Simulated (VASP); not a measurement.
Crystal: Be3Te2Se.

```
CELL_PARAMETERS angstrom
4.60486 0.00000 0.00000
-2.30243 3.98793 0.00000
0.00000 0.00000 7.57572
ATOMIC_POSITIONS crystal
Be 0.33333 0.66667 0.50000
Be 0.66667 0.33333 0.50000
Be 0.00000 0.00000 0.50000
Te 0.00000 0.00000 0.26416
Te 0.00000 0.00000 0.73584
Se 0.00000 0.00000 0.00000
```

The cell was built by a generator and needn't be a form met in nature.

```yaml
Program: VASP 6.6.1
Task: relaxation of cell and atoms
Functional: PBE
Potentials_or_basis: VASP PAW PBE potentials, release 64 (Be, Te, Se)
Cutoff: 520 eV
k_mesh: 4 × 4 × 2
Occupations: gaussian, width 0.15 eV
Spin: no spin polarisation
```

At the start: pressure 43.4 GPa; volume 23.19 Å³/atom.

Where does the relaxation end?

Over 21 steps the energy falls by 2646.3 meV/atom and the volume is 20.22 Å³/atom (-12.8 %); space group P6/mmm (No. 191, to 0.05 Å).

Step by step:
```
step  energy change (eV)  largest force (eV/Å)  pressure (GPa)  volume (Å³)
   1              0.0000                6.8511           43.44       139.12
   2            -10.3576                1.0895           -7.31       253.29
   3            -10.5657                1.0530           -7.37       247.49
   4            -10.7365                1.0497           -7.44       241.94
   5            -12.5462                1.4793           -5.61       192.97
   6            -12.0245                5.5323            2.80       166.66
   7            -12.6612                2.4151           -4.67       187.25
   8            -12.7236                3.4567           -3.19       180.44
   9            -12.7233                3.1535           -3.63       182.35
  10            -13.9318                1.6580           -6.07       168.65
  11            -15.4637                0.4272           -6.06       141.59
  12             -9.3999                4.0305           49.14        91.09
  13            -15.6072                0.0418           -4.84       136.65
  14            -15.6550                0.3219           -3.84       133.10
  15            -15.6696                0.4891           -3.15       130.96
  16            -15.7665                0.8895            1.64       118.92
  17            -15.7764                0.7946            0.44       121.56
  18            -15.8426                0.4776            0.40       120.30
  19            -15.8746                0.0987            0.74       118.83
  20            -15.8748                0.0646            0.74       118.70
  21            -15.8779                0.0242           -0.41       121.30
```

Final structure:
```
Be Te Se
1.0
     3.61131    0.00000    0.00000
    -1.80565    3.12748    0.00000
     0.00000    0.00000   10.73995
Be Te Se
3 2 1
Direct
  0.33333 0.66667 0.50000
  0.66667 0.33333 0.50000
  0.00000 0.00000 0.50000
  0.00000 0.00000 0.25615
  0.00000 0.00000 0.74385
  0.00000 0.00000 0.00000
```

Caveat: the k mesh is coarse (spacing up to 0.41 Å⁻¹), so the values aren't converged.
